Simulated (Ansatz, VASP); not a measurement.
## SnSe2: VASP beside Ansatz

One calculation is typed for both programs; each brings its own data sets. How far apart do they land? The structure shown is the end of the Ansatz relaxation below.

Program: Ansatz 0.2.0. Level of theory: plane waves, with VASP 6.6.1 beside it; PBE. Results are calculated unless marked as measured.

## Step 1: Set-up

The cell holds 3 atoms: 1 Sn and 2 Se. Cell: a = 3.868 Å, b = 3.810 Å, c = 29.927 Å, α = 90.0°, β = 90.0°, γ = 120.5°. Vacuum lies along c.

As a file:

```cif
data_structure
_symmetry_space_group_name_H-M 'P 1'
_symmetry_Int_Tables_number 1
_cell_length_a 3.8683
_cell_length_b 3.8105
_cell_length_c 29.9272
_cell_angle_alpha 90.000
_cell_angle_beta 90.000
_cell_angle_gamma 120.504
_cell_volume 380.08
loop_
_atom_site_label
_atom_site_type_symbol
_atom_site_fract_x
_atom_site_fract_y
_atom_site_fract_z
_atom_site_occupancy
Sn1 Sn 0.00000 0.00000 0.33414 1
Se2 Se 0.33401 0.66802 0.38785 1
Se3 Se 0.66599 0.33198 0.28044 1
```

## Step 2: Ansatz: relaxation, PBE

Ansatz runs on its PAW soft_1 files.

This run makes the geometry at which the two programs are then compared.

input.yaml reads:

```yaml
crystal:
  lattice:
    - [3.8683279779, 0.0, 0.0]
    - [-1.9341639889, 3.2830688931, 0.0]
    - [0.0, 0.0, 29.9272]
  atoms:
    - { symbol: Sn, position: [0.0, 0.0, 0.3341441899] }
    - { symbol: Se, position: [0.3335750736, 0.6671501471, 0.3876458063] }
    - { symbol: Se, position: [0.6664249264, 0.3328498529, 0.2806425735] }
  periodic: [true, true, false]
kpoints:
  mp_grid: { grid: [9, 9, 1] }
hamiltonian:
  xc: pbe
  pseudopotentials: { kind: paw, azcp: { folder: soft_1 } }
scf:
  occupations: { method: gaussian, width: 0.02 }
output:
  forces: true
  stress: true
  eigenvalues: true
relax:
  adjacent_minimum: "off"
  f_tol: 0.001
  max_steps: 60
```

Launch:

```bash
ansatz run input.yaml --threads 4 --pin off --max-ram 16384MiB --backend cpu --events-out ev --progress --plain --runs-dir out
```

Numbers of over 12 decimals in the logs are rounded to 6 here.

What it wrote:

```text
Warning: output.stress: scf.convergence.dr2_threshold = 1e-9 eV (the default of a walk held to its f_tol) is looser than the 3e-10 eV advised for a printed stress (1e-10 eV for each atom of the cell: 3). What an SCF threshold leaves in a stress goes as its square root, and in the free energy as the threshold itself, and one threshold admits the most on a small cell: [figures from the program's tests cut] Every solve  [...]
Engine: ansatz 0.2.0, aarch64-unknown-linux-gnu
Pseudopotentials: kind: paw
Pseudopotential: Sn, paw, valence charge 14, recommended cutoff 420 eV (normal), soft_1/Sn.paw.azcp
Pseudopotential: Se, paw, valence charge 16, recommended cutoff 420 eV (normal), soft_1/Se.paw.azcp
Functional definition: PBE
  parameter kappa = 0.804
  parameter beta = 0.066725
  exchange = pbe_x(kappa = kappa, mu = beta*pi^2/3)
  correlation = pbe_c(beta = beta)
Crystal: 3 atoms, lattice volume = 380.075 Å³
Basis set: ecut = 420 eV, 7437 PW (Γ), exchange–correlation on 54×54×432 points (8 copies of the dense FFT grid, shifted against one another)
Bands: 28, of which v1, the nominal top of the filled ones, is band 23 counted from 1 (22 counted from 0)
Symmetry: 4 space group operations
Space group: C2/m (ITA 12), of the structure as read, at distance tolerance 7.2e-5 Å
k-points: 25 of 81
Non-local potential: Sn, projectors of the file, l = 0: 2, l = 1: 2, l = 2: 2, l = 3: 1
Non-local potential: Se, projectors of the file, l = 0: 2, l = 1: 2, l = 2: 3, l = 3: 1
PAW form: soft (Blöchl's): semilocal exchange-correlation on the pseudo side does not see the compensation charge
PAW one-centre angular grid: Sn, 590 points (default); XC on 64 Gauss nodes
PAW one-centre angular grid: Se, 590 points (default); XC on 64 Gauss nodes
Initial density: superposition of atomic densities (neutral atoms: chi_scale 0, normalization atom)
Initial wavefunctions: pseudopotential atomic-orbital guess
Functional: x = pbe(κ = 0.804, μ = 0.219515), c = pbe(β = 0.066725)
iter 1 solved again at ethr=2.25e-3 eV; its pass at ethr=3.10e-3 eV (dr2=1.04e0 eV) is discarded
SCF iter   1: F=—  HF=-16963.751980 eV  |F-HF|=—  |Δ(HF+E_count)|=         —  Δρ=1.35e-2  dr2=1.04e0  ethr=2.25e-3  ⟨swp⟩=1.6  Hψ=5674  notcnv=0
preconditioner: auto → Resta (q_TF=auto, 1.919 Å⁻¹)  ε∞=1.4  [insulator: Δε(μ)=1.026 eV  Ē_g=15.567 eV  σ=0.020 eV  W_gap=1.00  n_scr=32 (ndim 8)  ℏωp=9.7 eV  f_vac=0.766  D(μ)=0.00/eV (n_scr^D=0)  ε∞_Penn≈1.4  vacuum switching on, ρ_ref=1.8e-2 e/Å³]
SCF iter   2: F=—  HF=-16963.494197 eV  |F-HF|=—  |Δ(HF+E_count)|=   2.58e-1  Δρ=5.89e-3  dr2=1.57e-1  ethr=2.25e-3  ⟨swp⟩=4.1  Hψ=1366  notcnv=0
SCF iter   3: F=—  HF=-16963.475502 eV  |F-HF|=—  |Δ(HF+E_count)|=   1.87e-2  Δρ=3.12e-3  dr2=3.92e-2  ethr=3.41e-4  ⟨swp⟩=3.7  Hψ=1375  notcnv=0  defer=25
SCF iter   4: F=—  HF=-16963.471946 eV  |F-HF|=—  |Δ(HF+E_count)|=   3.56e-3  Δρ=9.10e-4  dr2=2.48e-3  ethr=8.51e-5  ⟨swp⟩=3.1  Hψ=1140  notcnv=0  defer=25
SCF iter   5: F=—  HF=-16963.472205 eV  |F-HF|=—  |Δ(HF+E_count)|=   2.60e-4  Δρ=1.47e-4  dr2=6.15e-5  ethr=5.38e-6  ⟨swp⟩=3.0  Hψ=1179  notcnv=0  defer=25
SCF iter   6: F=—  HF=-16963.472261 eV  |F-HF|=—  |Δ(HF+E_count)|=   5.60e-5  Δρ=4.35e-5  dr2=6.00e-6  ethr=1.34e-7  ⟨swp⟩=3.6  Hψ=1516  notcnv=0  defer=25
SCF iter   7: F=—  HF=-16963.472264 eV  |F-HF|=—  |Δ(HF+E_count)|=   2.61e-6  Δρ=1.21e-5  dr2=3.03e-7  ethr=1.30e-8  ⟨swp⟩=2.6  Hψ=1077  notcnv=0  defer=25
SCF iter   8: F=-16963.472264 eV  HF=-16963.472264 eV  |F-HF|=6.33e-10  |Δ(HF+E_count)|=   2.90e-7  Δρ=1.47e-6  dr2=1.00e-8  ethr=2.17e-10  ⟨swp⟩=16.5  Hψ=4077  notcnv=0
SCF 1 converged in 8 iterations: F = -16963.472264 eV  dr2 = 1.00e-8
  greatest PAW one-centre occupation: 1.000 electrons in one spin orbital (limit 2), on the Se atom at site 2 (counted from 0), in its partial waves of l = 2
relax step   1: F+E_penalty+E_count = -16963.47226435 eV  Δ(F+E_penalty+E_count) = +0.000e0 eV  max|allowed force component| = 5.829e-2 eV/Å  Δτ_max = 0.0000 Å  (8 SCF iters, dr2 threshold 1.00e-7 eV, accepted)
[...]
relax step   2: F+E_penalty+E_count = -16963.47113077 eV  Δ(F+E_penalty+E_count) = +1.134e-3 eV  max|allowed force component| = 1.189e-1 eV/Å  Δτ_max = 0.0191 Å  (5 SCF iters, dr2 threshold 2.12e-7 eV, rejected (line search))
[...]
relax step   3: F+E_penalty+E_count = -16963.47264502 eV  Δ(F+E_penalty+E_count) = -3.807e-4 eV  max|allowed force component| = 4.272e-3 eV/Å  Δτ_max = 0.0065 Å  (6 SCF iters, dr2 threshold 1.00e-7 eV, accepted)
[...]
relax step   4: F+E_penalty+E_count = -16963.47265083 eV  Δ(F+E_penalty+E_count) = -5.809e-6 eV  max|allowed force component| = 3.192e-4 eV/Å  Δτ_max = 0.0013 Å  (5 SCF iters, accepted)
SCF converged after 5 iterations
Free energy (F): -16963.472651 eV
Harris-Foulkes:  -16963.472651 eV  (|F-HF|=5.53e-10)
Internal energy: -16963.472651 eV  (E = F + TS)
E sigma→0 (E₀):  -16963.472651 eV
Fermi energy:    -5.583241 eV
--- Per-component energies (eV) ---
  E_band       = -1498.686582
  E_kinetic    = 388.892875
  E_local      = -94498.718785  (includes V_loc(G=0)·N_el)
  E_nonlocal   = -563.636445
  E_hartree    = 47068.767273
  E_xc         = -294.909046
  E_vxc        = -259.580340  (∫ρ·V_xc dr)
  E_paw        = -8631.793833  (= ΣΔE_a)
  E_vpaw       = -703.174575  (= ΣTr[D̂ρ^β])
  E_aug_tail   = -0.000467  (compensation charges beyond the density's cutoff)
  E_ewald      = 39567.925777
  E_smearing   = -0.000000  (= −TS)
  E_closure    = 0.000000  (closes the sum)
  Σ components = -16963.472651   (vs F -16963.472651, Δ=0.00e0)
--- Forces (eV/Å), atoms counted from 1 ---
  atom   1  Sn    -0.00000000     0.00000000     0.00000000
  atom   2  Se     0.00000000     0.00014803     0.00031917
  atom   3  Se    -0.00000000    -0.00014803    -0.00031917
  max |Σ_I F_I| component: 2.28e-25 eV/Å
--- 2D stress c σ (N/m, compression-positive) ---
        0.319704       0.000000       0.000000
        0.000000       1.257281       0.000000
        0.000000       0.000000       0.000000
  P = ½ c Tr σ = 0.7885 N/m
--- Band table (eV; the first three rows and the last of 25) ---
  k-point 0: bands = [... 19 lower, -6.4567, -6.3519, -6.0737, -5.9788, -4.3861, -2.8503, -1.4225 (-1.4225°), -1.2407, ... 1 higher]
  k-point 1: bands = [... 19 lower, -7.0939, -6.8357, -6.6112, -6.0037, -3.8467, -2.3101, -1.3586 (-1.3586°), -1.1442, ... 1 higher]
  k-point 2: bands = [... 19 lower, -7.6270, -7.4376, -6.9030, -6.0928, -4.0069, -2.0328, -0.6372 (-0.6371°), -0.5401, ... 1 higher]
  k-point 24: bands = [... 19 lower, -9.0831, -8.1007, -7.2095, -6.4443, -3.9416, -1.2705, -0.5015, 0.0901, ... 1 higher]
  ° read free of the cell's end (the report's vacuum.weakly_bound_levels)
--- Relaxed structure (4 steps of the walk, 3 accepted, 0 SCFs on fresh bases) ---
  F+E_penalty+E_count = -16963.47265083 eV   max|allowed force component| = 3.192e-4 eV/Å
  cell:  # Å, volume = 380.0751 Å³
    - [3.8683279779, -2.9456578009882446e-11, 0.0]
    - [-1.934163988925, 3.283069, 0.0]
    - [0.0, 0.0, 29.9272]
  atoms:
    - { symbol: Sn, position: [0, 0, 0.334144] }
    - { symbol: Se, position: [0.334010, 0.668019, 0.387850] }
    - { symbol: Se, position: [0.665990, 0.331981, 0.280438] }
```

## Step 3: VASP: single point, PBE, pair 1

The same cell, functional, mesh and smearing now go to VASP, with its own data sets.

Lines of VASP's logs that name or quote its potential files are left out, and so is its time.

INCAR reads:

```
SYSTEM = SnSe2
PREC = Accurate
ENCUT = 400
EDIFF = 1E-06
NELM = 120
ISMEAR = 0
SIGMA = 0.02
LREAL = .FALSE.
ALGO = Normal
GGA = PE
NBANDS = 19
LORBIT = 11
LWAVE = .FALSE.
LCHARG = .FALSE.
ISIF = 2
LDIPOL = .TRUE.
IDIPOL = 3
DIPOL = 0.5 0.5 0.334
LVHAR = .TRUE.
LASPH = .TRUE.
GGA_COMPAT = .FALSE.
EFERMI = MIDGAP
NELMDL = -8
KPAR = 2
```

POSCAR reads:

```
SnSe2
1.0
    3.8683279779      0.0000000000      0.0000000000
   -1.9341639889      3.2830688931      0.0000000000
    0.0000000000      0.0000000000     29.9272000000
Sn Se
1 2
Direct
    0.0000000000      0.0000000000      0.3341441899
    0.3340096990      0.6680193981      0.3878499292
    0.6659903010      0.3319806019      0.2804384506
```

KPOINTS reads:

```
Automatic mesh
0
Gamma
9 9 1
0 0 0
```

Potentials, in the order of the species: Sn_d and Se (PBE family, release 64).

Launch:

```bash
mpirun -np 2 vasp_std
```

What it wrote:

```text
[banner, memory and clock lines left out]
running    2 mpi-ranks, on    1 nodes
 distrk:  each k-point on    1 cores,    2 groups
 distr:  one band on    1 cores,    1 groups

 POSCAR found type information on POSCAR SnSe
 POSCAR found :  2 types and       3 ions
 LDA part: xc-table for (Slater+PW92), standard interpolation
 POSCAR, INCAR and KPOINTS ok, starting setup
 FFT: planning ... GRIDC
 FFT: planning ... GRID_SOFT
 FFT: planning ... GRID
 WAVECAR not read
 entering main loop
       N       E                     dE             d eps       ncg     rms          rms(c)
DAV:   1     0.164899809759E+03    0.16490E+03   -0.94048E+03  1150   0.842E+02
DAV:   2     0.657603105643E+01   -0.15832E+03   -0.15498E+03  1299   0.210E+02
DAV:   3    -0.116546382259E+02   -0.18231E+02   -0.18110E+02  1222   0.832E+01
DAV:   4    -0.121189229990E+02   -0.46428E+00   -0.46374E+00  1290   0.164E+01
DAV:   5    -0.121284722793E+02   -0.95493E-02   -0.95490E-02  1435   0.230E+00
DAV:   6    -0.121285508754E+02   -0.78596E-04   -0.78596E-04  1295   0.176E-01
DAV:   7    -0.121285545648E+02   -0.36894E-05   -0.36893E-05  1500   0.329E-02
DAV:   8    -0.121285545976E+02   -0.32807E-07   -0.32793E-07  1120   0.339E-03    0.478E+00
DAV:   9    -0.118721783743E+02    0.25638E+00   -0.58416E-01  1452   0.778E+00    0.310E+00
DAV:  10    -0.118561997825E+02    0.15979E-01   -0.22733E-01  1109   0.312E+00    0.504E-01
DAV:  11    -0.118522581132E+02    0.39417E-02   -0.25524E-02  1235   0.160E+00    0.287E-01
DAV:  12    -0.118524899293E+02   -0.23182E-03   -0.23924E-03  1130   0.309E-01    0.614E-02
DAV:  13    -0.118524784671E+02    0.11462E-04   -0.15329E-04  1363   0.116E-01    0.321E-02
DAV:  14    -0.118524780626E+02    0.40451E-06   -0.96995E-05  1218   0.495E-02    0.107E-02
DAV:  15    -0.118524951707E+02   -0.17108E-04   -0.57318E-06  1236   0.127E-02    0.950E-03
DAV:  16    -0.118525805999E+02   -0.85429E-04   -0.23740E-05   985   0.153E-02    0.461E-03
DAV:  17    -0.118526520602E+02   -0.71460E-04   -0.68395E-06   889   0.800E-03    0.500E-03
DAV:  18    -0.118526902850E+02   -0.38225E-04   -0.20070E-06  1003   0.637E-03    0.201E-03
DAV:  19    -0.118527080775E+02   -0.17793E-04   -0.28860E-07  1064   0.309E-03    0.778E-04
DAV:  20    -0.118527157029E+02   -0.76253E-05   -0.18966E-07  1012   0.164E-03    0.105E-03
DAV:  21    -0.118527189301E+02   -0.32272E-05   -0.63925E-08  1037   0.165E-03    0.206E-04
DAV:  22    -0.118527209210E+02   -0.19910E-05   -0.39221E-08  1001   0.668E-04    0.278E-04
DAV:  23    -0.118527221547E+02   -0.12336E-05   -0.17686E-08   929   0.425E-04    0.255E-04
DAV:  24    -0.118527227096E+02   -0.55490E-06   -0.58006E-09   950   0.342E-04
   1 F= -.11852723E+02 E0= -.11852723E+02  d E =-.322762-131
```

OUTCAR, selected parts (step 3):

```text
ion  position               nearest neighbor table
   1  0.000  0.000  0.334-   2 2.72   3 2.72   3 2.74   2 2.74   3 2.74   2 2.74
   2  0.334  0.668  0.388-   1 2.72   1 2.74   1 2.74
   3  0.666  0.332  0.280-   1 2.72   1 2.74   1 2.74

  LATTYP: Found a base centered orthorhombic cell.
 ALAT       =     3.8683279779
 B/A-ratio  =     1.6974097914
 C/A-ratio  =     7.7364691337

 Subroutine GETGRP returns: Found  4 space group operations
 (whereof  2 operations were pure point group operations)

The static configuration has the point symmetry C_1h.
 The point group associated with its full space group is C_2h.

 Found     25 irreducible k-points:

   k-points           NKPTS =     25   k-points in BZ     NKDIM =     25   number of bands    NBANDS=     19

   dimension x,y,z NGX =    28 NGY =   28 NGZ =  196
   dimension x,y,z NGXF=    56 NGYF=   56 NGZF=  392

   ENCUT  =  400.0 eV  29.40 Ry    5.42 a.u.   6.31  6.21 48.80*2*pi/ulx,y,z

   NELECT =      26.0000    total number of electrons

 k-points in reciprocal lattice and weights: Automatic mesh
   0.00000000  0.00000000  0.00000000       0.012
   0.11111111 -0.00000000  0.00000000       0.049
   0.22222222  0.00000000  0.00000000       0.049
   0.33333333  0.00000000  0.00000000       0.049
   0.44444444  0.00000000  0.00000000       0.049
   0.00000000  0.11111111  0.00000000       0.025
   0.11111111  0.11111111  0.00000000       0.049
   0.22222222  0.11111111  0.00000000       0.049
   0.33333333  0.11111111  0.00000000       0.049
[...]
0.00000000  0.44444444  0.00000000       0.025
   0.11111111  0.44444444  0.00000000       0.025

 dipolmoment           0.000000      0.000000      0.000005 electrons x Angstroem

 average (electrostatic) potential at core
       1-110.6910       2 -61.3414       3 -61.3414

 E-fermi :  -3.5429

 k-point     1 :       0.0000    0.0000    0.0000
  band No.  band energies     occupation
    ...
      9      -5.1134      2.00000
     10      -4.4166      2.00000
     11      -4.3117      2.00000
     12      -4.0324      2.00000
     13      -3.9374      2.00000
     14      -2.3482      0.00000
     15      -0.8144      0.00000
     16       0.6131      0.00000
     17       0.7949      0.00000
     18       1.6528      0.00000
    ...

 k-point     2 :       0.1111   -0.0000    0.0000
  band No.  band energies     occupation
    ...
      9      -5.3850      2.00000
     10      -5.0569      2.00000
     11      -4.7011      2.00000
     12      -4.5807      2.00000
     13      -3.8868      2.00000
     14      -1.8093      0.00000
     15      -0.1689      0.00000
     16       0.4960      0.00000
     17       1.0183      0.00000
     18       1.7878      0.00000
    ...

 k-point     3 :       0.2222    0.0000    0.0000
  band No.  band energies     occupation
    ...
      9      -6.7278      2.00000
     10      -5.6438      2.00000
     11      -5.2634      2.00000
     12      -4.8345      2.00000
     13      -3.9528      2.00000
     14      -1.9077      0.00000
     15       0.1006      0.00000
     16       1.3487      0.00000
     17       1.5571      0.00000
     18       2.0674      0.00000
    ...

  Total        0.2652098      1.0086341      0.0195523      0.0000000      0.0012336      0.0000000
  in kB        1.1179716      4.2518197      0.0824213      0.0000000      0.0052000      0.0000000
  external PRESSURE =       1.8174042 kB  Pullay stress =       0.0000000 kB

  energy-cutoff  :      400.00
  volume of cell :      380.08
      direct lattice vectors                 reciprocal lattice vectors
     3.868327978  0.000000000  0.000000000     0.258509621  0.152296530  0.000000000
    -1.934163989  3.283068893  0.000000000     0.000000000  0.304593060  0.000000000
     0.000000000  0.000000000 29.927200000     0.000000000  0.000000000  0.033414419

 POSITION                                       TOTAL-FORCE (eV/Angst)
 -----------------------------------------------------------------------------------
      0.00000      0.00000     10.00000         0.000000      0.000000      0.000000
     -0.00000      2.19315     11.60726         0.000000      0.000331      0.015003
      1.93416      1.08992      8.39274        -0.000000     -0.000331     -0.015003
 -----------------------------------------------------------------------------------
    total drift:                                0.000000     -0.000000      0.000060

  FREE ENERGIE OF THE ION-ELECTRON SYSTEM (eV)
  ---------------------------------------------------
  free  energy   TOTEN  =       -11.8527227096 eV

  energy  without entropy=      -11.8527227096  energy(sigma->0) =      -11.85272271

 vacuum level on the upper side and lower side of the slab         2.042         2.042

 total charge
# of ion       s       p       d       tot
------------------------------------------
    1        1.058   0.999  10.091  12.148
    2        1.483   2.303   0.024   3.810
    3        1.483   2.303   0.024   3.810
--------------------------------------------------
tot          4.025   5.604  10.140  19.769

[... 3 further parts left out ...]
```

The run ends at a pressure of 0.18 GPa, with forces up to 0.015 eV/Å.

## Step 4: Comparison

Known differences besides the potentials themselves: Ansatz cuts the interaction across the vacuum, VASP repeats the sheet with a dipole correction (LDIPOL); the data sets hold 46 valence electrons in Ansatz (on its PAW soft_1 files) and 26 in VASP; the cutoff is 420 eV in Ansatz and 400 eV in VASP. Total energies have different zeros and are not compared.

Compared:

| quantity | Ansatz | VASP | difference |
| --- | --- | --- | --- |
| gap on the k mesh (eV) | 0.690 | 0.688 | +0.002 |

The largest component of a force difference here is 15 meV/Å. A gap on the mesh is an upper bound, since the band edges may lie between its points. Where the cell holds vacuum, a pressure given here is an average over it and none of the material.

## Step 5: Ansatz: relaxation, PBE

This run makes the geometry at which the two programs are then compared.

The structure compared here is the end of the Ansatz relaxation.

input.yaml, the sections that differ from step 2:

```yaml
crystal:
  lattice:
    - [3.8683279779, 0.0, 0.0]
    - [-1.9341639889, 3.3165695961, 0.0]
    - [0.0, 0.0, 29.9272]
  atoms:
    - { symbol: Sn, position: [0.0, 0.0, 0.3341441899] }
    - { symbol: Se, position: [0.3333333333, 0.6666666667, 0.3874388297] }
    - { symbol: Se, position: [0.6666666667, 0.3333333333, 0.2808495501] }
  periodic: [true, true, false]
# kpoints, hamiltonian, scf, output, relax: as in step 2
```

Launch:

```bash
ansatz run input.yaml --threads 4 --pin off --max-ram 16384MiB --backend cpu --events-out ev --progress --plain --runs-dir out
```

What it wrote:

```text
[...]
Crystal: 3 atoms, lattice volume = 383.953 Å³
Basis set: ecut = 420 eV, 7537 PW (Γ), exchange–correlation on 54×54×432 points (8 copies of the dense FFT grid, shifted against one another)
Bands: 28, of which v1, the nominal top of the filled ones, is band 23 counted from 1 (22 counted from 0)
Symmetry: 4 space group operations
[...]
--- Relaxed structure (4 steps of the walk, 3 accepted, 0 SCFs on fresh bases) ---
  F+E_penalty+E_count = -16963.48017733 eV   max|allowed force component| = 6.175e-4 eV/Å
  cell:  # Å, volume = 383.9534 Å³
    - [3.8683279779, -2.9159036817782696e-11, 0.0]
    - [-1.934163988925, 3.316570, 0.0]
    - [0.0, 0.0, 29.9272]
  atoms:
    - { symbol: Sn, position: [0, 0, 0.334144] }
    - { symbol: Se, position: [0.333575, 0.667150, 0.387646] }
    - { symbol: Se, position: [0.666425, 0.332850, 0.280643] }
[key lines of the parts left out:]
SCF converged after 5 iterations
Free energy (F): -16963.480177 eV
Fermi energy:    -5.605159 eV
P = ½ c Tr σ = 0.3805 N/m
```

(Continued in part 2 of 2.)

[Lines on the potential files, build, host, timing and source positions are cut from VASP's logs without a mark.]

[Logs are printed without paths, hosts, clocks, repeated set-up lines and the standing remarks that a program may print on its own settings, such as how far it seeks lower states.]

[Hosts, paths, dates, database ids (printed as entryN), source tags and the programs' standing remarks are cut or masked in the printed files.]
